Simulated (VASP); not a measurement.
Here is the system:

```
Ti
1.0
    1.45540    -2.52082     0.00000
    1.45540     2.52082     0.00000
    0.00000     0.00000     4.61474
Ti
2
Direct
  0.33333   0.66667   0.25000
  0.66667   0.33333   0.75000
```

All values below come from optB86b-vdW, VASP's PBE PAW potentials (set 64) (plane waves; VASP). Settings: 520 eV cut-off, Gaussian smearing of 0.050 eV, potentials Ti_sv.

Give the energies of bands 9 to 15 at the high-symmetry points, in eV from the Fermi level.

| band | Γ | M | K | A | L | H |
|---|---|---|---|---|---|---|
| 9 | -6.20 | -2.37 | -1.78 | -4.33 | -2.61 | -1.29 |
| 10 | -2.76 | -2.25 | -1.42 | -4.33 | -2.61 | -1.29 |
| 11 | 0.75 | -1.93 | -1.42 | 0.05 | -0.88 | -1.13 |
| 12 | 0.75 | -0.59 | -1.32 | 0.05 | -0.88 | -1.13 |
| 13 | 0.85 | 0.45 | 0.21 | 0.66 | 1.41 | -0.22 |
| 14 | 0.86 | 0.62 | 0.21 | 0.66 | 1.41 | -0.22 |
| 15 | 1.26 | 1.18 | 1.51 | 0.66 | 1.74 | 1.68 |

It has no gap at this level: it comes out as a metal or semimetal.

The compound is Ti in the hcp structure. It was relaxed first.
